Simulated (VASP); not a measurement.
Output of a VASP run:

### OSZICAR
```
       N       E                     dE             d eps       ncg     rms          rms(c)
DAV:   1     0.117641350009E+03    0.11764E+03   -0.75460E+03  3348   0.130E+03
DAV:   2    -0.281429010306E+01   -0.12046E+03   -0.11775E+03  3526   0.445E+02
DAV:   3    -0.793170201506E+01   -0.51174E+01   -0.48695E+01  4910   0.771E+01
DAV:   4    -0.819547944160E+01   -0.26378E+00   -0.26191E+00  4560   0.167E+01
DAV:   5    -0.820957782042E+01   -0.14098E-01   -0.14075E-01  5058   0.294E+00    0.725E+00
DAV:   6    -0.784448276607E+01    0.36510E+00   -0.72244E-01  5104   0.113E+01    0.259E+00
DAV:   7    -0.780344348266E+01    0.41039E-01   -0.21642E-01  5174   0.604E+00    0.927E-01
DAV:   8    -0.780822727283E+01   -0.47838E-02   -0.12003E-02  3740   0.165E+00    0.505E-02
DAV:   9    -0.780827445602E+01   -0.47183E-04   -0.92390E-04  5758   0.350E-01    0.437E-02
DAV:  10    -0.780829143610E+01   -0.16980E-04   -0.29732E-05  4112   0.800E-02    0.138E-02
DAV:  11    -0.780828510065E+01    0.63354E-05   -0.53938E-06  4008   0.437E-02    0.222E-03
DAV:  12    -0.780828502615E+01    0.74502E-07   -0.14124E-07  2884   0.612E-03
   1 F= -.78082850E+01 E0= -.78082850E+01  d E =0.000000E+00
```

**OUTCAR**
```
------------------------ aborting loop because EDIFF is reached ----------------------------------------
  FORCE on cell =-STRESS in cart. coord.  units (eV):
  Direction    XX          YY          ZZ          XY          YZ          ZX
  --------------------------------------------------------------------------------------
  Total       -0.0159745     -0.0159745     -0.0159745     -0.0000000     -0.0000000      0.0000000
  in kB       -1.4378047     -1.4378047     -1.4378047     -0.0000000     -0.0000000      0.0000000
  external PRESSURE =      -1.4378047 kB  Pullay stress =       0.0000000 kB
  volume of cell :       17.80
      direct lattice vectors                 reciprocal lattice vectors
    -1.644847346  1.644847346  1.644847346     0.000000000  0.303979577  0.303979577
     1.644847346 -1.644847346  1.644847346     0.303979577  0.000000000  0.303979577
     1.644847346  1.644847346 -1.644847346     0.303979577  0.303979577  0.000000000
 POSITION                                       TOTAL-FORCE (eV/Angst)
 -----------------------------------------------------------------------------------
      0.00000      0.00000      0.00000         0.000000      0.000000      0.000000
 -----------------------------------------------------------------------------------
    total drift:                               -0.000000      0.000000      0.000000
  FREE ENERGIE OF THE ION-ELECTRON SYSTEM (eV)
  ---------------------------------------------------
  free  energy   TOTEN  =        -7.8082850262 eV

  energy  without entropy=       -7.8082850262  energy(sigma->0) =       -7.80828503

 total charge

# of ion       s       p       d       tot
------------------------------------------
    1        2.224   5.995   2.538  10.757
```
(Selected blocks of OUTCAR.)

POSCAR:
```
Nb
1
   -1.6448473462     1.6448473462     1.6448473462
    1.6448473462    -1.6448473462     1.6448473462
    1.6448473462     1.6448473462    -1.6448473462
Nb
1
Direct
  0.0000000000   0.0000000000   0.0000000000
```

Problem. Write an INCAR and KPOINTS that could have produced this output.

Solution. One answer among several that fit: the input of the run itself, rev-vdW-DF2, plane waves, VASP's PBE PAW potentials (set 64).

INCAR:
```
SYSTEM = Nb
PREC = Accurate; ENCUT = 520; LREAL = .False.
LASPH = .True.
EDIFF = 1E-7; NELM = 100; ALGO = Normal
LMAXMIX = 4
ISMEAR = -5
GGA = MK; LUSE_VDW = .True.; AGGAC = 0.0
PARAM1 = 0.1234568; PARAM2 = 0.7114; ZAB_VDW = -1.8867
ISIF = 2
LWAVE = .False.; LCHARG = .True.; LORBIT = 11
NEDOS = 601
```

File KPOINTS:
```
Automatic mesh
0
Gamma
17 17 17
0 0 0
```

POTCAR, in this order: Nb_sv (PBE.64 set). Program: vasp_std.

For a metal the tetrahedron method with Blöchl corrections gives inexact stress and forces.

The compound is Nb in the bcc structure. It was relaxed first.
